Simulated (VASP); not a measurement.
A run of VASP 6.6.1 is set up as follows.

INCAR

```
SYSTEM = ScPd
PREC = Accurate
ENCUT = 600
EDIFF = 1E-6
ISMEAR = 0
SIGMA = 0.1
LREAL = .FALSE.
LASPH = .TRUE.
NELM = 100
ALGO = Normal
ISIF = 3
LWAVE = .FALSE.
LCHARG = .FALSE.
GGA = CA
IBRION = 2
NSW = 100
EDIFFG = -0.005
```

Contents of KPOINTS:

```
regular mesh
0
G
  12 12 12
  0 0 0
```

Contents of POSCAR:

```
ScPd
1.0
    3.2830000000      0.0000000000      0.0000000000
    0.0000000000      3.2830000000      0.0000000000
    0.0000000000      0.0000000000      3.2830000000
Sc Pd
1 1
Direct
    0.5000000000      0.5000000000      0.5000000000
    0.0000000000      0.0000000000      0.0000000000
```

Potentials or basis: VASP PAW LDA potentials, release 64 (Sc_sv, Pd).

The run is started by

```bash
$ cat potpaw_LDA.64/Sc_sv/POTCAR potpaw_LDA.64/Pd/POTCAR > POTCAR
$ mpirun -np 1 vasp_std > vasp.out
```

(1) Estimate the relaxed volume.

(2) Predict the space group after relaxing (to 0.05 Å).

## Answers

(1) 16.94 Å³/atom.

(2) Pm-3m (No. 221).
